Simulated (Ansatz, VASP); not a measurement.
# CdMo: VASP beside Ansatz

```
Mo Cd
1.0
     2.91968    0.00000    0.00000
     0.00000    2.91968    0.00000
     0.00000    0.00000    9.00233
Mo Cd
2 2
Cartesian
  0.0000 1.4598 5.4734
  1.4598 0.0000 3.5289
  0.0000 1.4598 1.1703
  1.4598 0.0000 7.8320
```

The cell was built by a generator and needn't be a form met in nature.

Alike in both runs: task single point; functional HSE06; k mesh 4 × 4 × 1; no spin polarisation.

```csv
,VASP,Ansatz
version,VASP 6.6.1,Ansatz 0.2.0
potentials or method,"VASP PAW PBE potentials, release 64 (Mo_sv, Cd)",PAW plane waves
plane-wave cutoff (eV),520,420
occupations,"fermi-dirac, width 0.1 eV",fermi-dirac
valence electrons in the cell,52,68
```

```csv
,VASP,Ansatz,Ansatz less VASP
pressure (GPa),-8.5,-8.8,-0.31
largest component of the traceless stress (GPa),0.82,0.96,+0.142
rms of the force components (eV/Å),0.312,0.317,+0.0048
```

Atom by atom the forces differ by 0.005 eV/Å (rms over components). The two sets of potentials don't hold the same shells in valence. Ansatz warned: «filled_band_counts_differ_across_k_points».

Caveats: the k mesh is coarse (spacing up to 0.70 Å⁻¹), so the values aren't converged, least of all with exact exchange; the PAW data sets were made with another functional, which shifts forces and pressure a little (VASP).
